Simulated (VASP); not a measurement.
Method: PBEsol GGA, VASP's PBE PAW potentials (set 64) (plane waves; VASP).

A VASP calculation is set up with these files.

KPOINTS:
```
Automatic mesh
0
Gamma
9 9 14
0 0 0
```

### INCAR
```
# general
SYSTEM  =  P
PREC    =  Accurate
ENCUT   =  400
LREAL   =  .FALSE.
LASPH   =  .TRUE.

# electronic loop
EDIFF   =  1E-7
NELM    =  100
ALGO    =  Normal

# smearing
ISMEAR  =  -5

# functional
GGA     =  PS

# ions
ISIF    =  2

# output
LWAVE   =  .FALSE.
LCHARG  =  .TRUE.
LORBIT  =  11
NEDOS   =  601

# other
LEFG    =  .TRUE.
```

POSCAR:
```
P
1
    4.3970646303     0.0000000044    -0.0000000000
   -2.1985318060     3.8079688562     0.0000000000
   -0.0000000000    -0.0000000000     2.4647171148
P
3
Direct
  0.0000000000   0.0000000000   0.0000000000
  0.3333330000   0.6666670000   0.5000000000
  0.6666670000   0.3333330000   0.5000000000
```

POTCAR, in this order: P (PBE.64 set). Program: vasp_std.

The run wrote:

**OUTCAR**
```
 ion  position               nearest neighbor table
   1  0.000  0.000  0.000-   2 2.82   3 2.82   2 2.82   3 2.82   2 2.82   2 2.82   3 2.82   3 2.82
                             3 2.82   3 2.82   2 2.82   2 2.82
   2  0.333  0.667  0.500-   3 2.54   3 2.54   3 2.54   1 2.82   1 2.82   1 2.82   1 2.82   1 2.82
                             1 2.82
   3  0.667  0.333  0.500-   2 2.54   2 2.54   2 2.54   1 2.82   1 2.82   1 2.82   1 2.82   1 2.82
                             1 2.82
  LATTYP: Found a hexagonal cell.
 ALAT       =     4.3970646303
 C/A-ratio  =     0.5605369313
 Subroutine PRICEL returns:
 Original cell was already a primitive cell.
 Subroutine GETGRP returns: Found 24 space group operations
The static configuration has the point symmetry D_6h.
The dynamic configuration has the point symmetry D_6h.
 Subroutine INISYM returns: Found 24 space group operations
 Subroutine IBZKPT returns following result:
 Found     96 irreducible k-points:

 Following reciprocal coordinates:
            Coordinates               Weight
  0.000000  0.000000  0.000000      1.000000
  0.111111 -0.000000  0.000000      6.000000
  0.222222 -0.000000  0.000000      6.000000
  0.333333 -0.000000  0.000000      6.000000
...
```

OSZICAR:
```
       N       E                     dE             d eps       ncg     rms          rms(c)
DAV:   1     0.305541671694E+02    0.30554E+02   -0.54422E+03  2112   0.915E+02
DAV:   2    -0.134132356122E+02   -0.43967E+02   -0.41191E+02  2871   0.148E+02
DAV:   3    -0.156258026014E+02   -0.22126E+01   -0.20450E+01  2838   0.308E+01
DAV:   4    -0.156726090823E+02   -0.46806E-01   -0.44383E-01  2734   0.406E+00
DAV:   5    -0.156742104313E+02   -0.16013E-02   -0.13855E-02  2714   0.452E-01    0.767E+00
DAV:   6    -0.156484586990E+02    0.25752E-01   -0.14073E-02  2490   0.800E-01    0.444E+00
DAV:   7    -0.156372422353E+02    0.11216E-01   -0.23992E-02  2396   0.103E+00    0.173E-01
DAV:   8    -0.156372485823E+02   -0.63470E-05   -0.55184E-04  2735   0.192E-01    0.624E-02
DAV:   9    -0.156372596892E+02   -0.11107E-04   -0.21854E-05  2836   0.345E-02    0.128E-02
DAV:  10    -0.156372619124E+02   -0.22232E-05   -0.67952E-07  2773   0.694E-03    0.434E-03
DAV:  11    -0.156372606723E+02    0.12401E-05   -0.80396E-08  1662   0.209E-03    0.523E-04
DAV:  12    -0.156372607525E+02   -0.80168E-07   -0.80397E-09  1542   0.713E-04
   1 F= -.15637261E+02 E0= -.15637261E+02  d E =0.000000E+00
```

**OUTCAR**
```
------------------------ aborting loop because EDIFF is reached ----------------------------------------
  FORCE on cell =-STRESS in cart. coord.  units (eV):
  Direction    XX          YY          ZZ          XY          YZ          ZX
  --------------------------------------------------------------------------------------
  Total        0.1291535      0.1291535     -0.0710083      0.0000000      0.0000000     -0.0000000
  in kB        5.0141058      5.0141037     -2.7567436      0.0000007      0.0000000     -0.0000000
  external PRESSURE =       2.4238220 kB  Pullay stress =       0.0000000 kB
  volume of cell :       41.27
      direct lattice vectors                 reciprocal lattice vectors
     4.397064630  0.000000004  0.000000000     0.227424449  0.131303564  0.000000000
    -2.198531806  3.807968856  0.000000000    -0.000000000  0.262607190  0.000000000
     0.000000000  0.000000000  2.464717115     0.000000000  0.000000000  0.405726075
 POSITION                                       TOTAL-FORCE (eV/Angst)
 -----------------------------------------------------------------------------------
      0.00000      0.00000      0.00000        -0.000000      0.000000     -0.000000
     -0.00000      2.53865      1.23236        -0.000000     -0.000000     -0.000000
      2.19853      1.26932      1.23236         0.000000      0.000000      0.000000
 -----------------------------------------------------------------------------------
    total drift:                               -0.000000      0.000000      0.000000
  FREE ENERGIE OF THE ION-ELECTRON SYSTEM (eV)
  ---------------------------------------------------
  free  energy   TOTEN  =       -15.6372607525 eV

  energy  without entropy=      -15.6372607525  energy(sigma->0) =      -15.63726075

 total charge

# of ion       s       p       d       tot
------------------------------------------
    1        1.144   1.204   0.000   2.348
    2        1.124   1.205   0.000   2.329
    3        1.124   1.205   0.000   2.329
--------------------------------------------------
tot          3.392   3.613   0.000   7.005

 Electric field gradients after diagonalization (V/A^2)
 (convention: |V_zz| > |V_xx| > |V_yy|)
----------------------------------------------------------------------
 ion       V_xx      V_yy      V_zz     asymmetry (V_yy - V_xx)/ V_zz
----------------------------------------------------------------------
   1      -1.637    -1.636     3.273       0.000
   2       3.363     3.363    -6.726       0.000
   3       3.363     3.363    -6.726       0.000
```
(Selected blocks of OUTCAR.)

For a metal the tetrahedron method with Blöchl corrections gives inexact stress and forces.

The structure was generated: P was put into the omega type (P6/mmm), which need not be its known phase. It was relaxed first. VASP warned that the highest band is occupied, so more bands are needed.
